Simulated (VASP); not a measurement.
Runs of VASP 6.6.1 on Os. Symmetry: P6_3/mmc, No. 194, hexagonal system. The conventional cell has a = 2.746 Å, b = 2.746 Å, c = 4.326 Å, α = 90.00°, β = 90.00°, γ = 120.00°. Os (site symmetry -6m2) has 12 Os at 2.68 to 2.75 Å as nearest neighbours. 

```tsv
task	level	potentials or basis	cell	k mesh	cutoff (eV)	mesh quality	gap on the mesh (eV)	pressure (GPa)	relaxed volume (Å³/atom)
relaxation of cell and atoms	PBEsol	VASP PAW PBE potentials, release 64 (Os)	relaxed	18 × 18 × 10	580	not flagged	none	0.0	13.91
single point	PBEsol	VASP PAW PBE potentials, release 64 (Os)	as given	18 × 18 × 10	520	not flagged	none	(b)	-
relaxation of cell and atoms	PBEsol	VASP PAW PBE potentials, release 64 (Os)	relaxed	18 × 18 × 10	600	not flagged	none	0.0	13.91
relaxation of cell and atoms	PBEsol	VASP PAW PBE potentials, release 64 (Os)	relaxed	6 × 6 × 4	600	coarse	none	0.0	(a)
relaxation of cell and atoms	LDA	VASP PAW LDA potentials, release 64 (Os)	relaxed	18 × 18 × 10	600	not flagged	none	0.0	13.74
relaxation of cell and atoms	PBE	VASP PAW PBE potentials, release 64 (Os)	relaxed	18 × 18 × 10	600	not flagged	none	0.0	14.28
relaxation of cell and atoms	PBEsol	VASP PAW PBE potentials, release 64 (Os)	relaxed	18 × 18 × 10	300	not flagged	none	0.0	13.86
relaxation of cell and atoms	PBEsol	VASP PAW PBE potentials, release 64 (Os)	relaxed	18 × 18 × 10	480	not flagged	none	0.0	13.91
```

Alike in all rows: no spin polarisation; smearing gaussian 0.1 eV.

Task: Estimate the missing entries.

Result: (a) 13.94; (b) -6.7.

Caveats: some runs use coarse meshes; the PAW data sets were made with another functional, which shifts forces and pressure a little (some runs).

A k mesh can miss the band edges, and the runs leave out spin-orbit coupling on Os.

A gap of «none» marks a metal or a gap under the smearing width.
